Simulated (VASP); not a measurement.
Input:

```
CELL_PARAMETERS angstrom
      4.37150     0.00000     0.00000
     -2.18575     3.78583     0.00000
      0.00000     0.00000     7.62070
ATOMIC_POSITIONS crystal
  Ba 0.00000 0.00000 0.00000
  Mg 0.66667 0.33333 0.37762
  Mg 0.33333 0.66667 0.62238
  P  0.66667 0.33333 0.72104
  P  0.33333 0.66667 0.27896
```

Method: r2SCAN meta-GGA, VASP's PBE PAW potentials (set 64) (plane waves; VASP). Settings: 400 eV cut-off, 5×5×3 Γ-centred mesh, Gaussian smearing of 0.050 eV, potentials Ba_sv Mg P.

Problem. Predict the energy per atom (σ→0).

Solution. 
* **energy per atom (σ→0)**: -11.646 eV/atom

The structure comes from a computed database's BaMg2P2 entry (P-3m1); how it stands against other phases isn't given here. It was relaxed first. The start is the result of an earlier pass.
